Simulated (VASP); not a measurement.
Data:

```xyz
4
Lattice="1.5911 -2.7559 0.0000 1.5911 2.7559 0.0000 0.0000 0.0000 5.1825" Properties=species:S:1:pos:R:3 pbc="T T T"
Ga     1.5911    -0.9186     2.5918
Ga     1.5911     0.9186     0.0005
N      1.5911    -0.9186     4.5446
N      1.5911     0.9186     1.9533
```

Level of theory: PBEsol GGA, VASP's PBE PAW potentials (set 64) (plane waves; VASP). Run with 520 eV cut-off, 11×11×6 Γ-centred mesh, tetrahedra with Blöchl corrections, potentials Ga_d N.

The job: GaN (wurtzite), 4 atoms, PBEsol, static run, 520 eV, 11×11×6 Γ-centred mesh. Roughly how much core time does it take on a busy server core?

About 20 core-seconds (one run on a shared machine, a rough figure). It had 64 irreducible k-points, 22 bands, up to 1238 plane waves and 16 electronic steps.

The compound is GaN in the wurtzite structure. It was relaxed first.
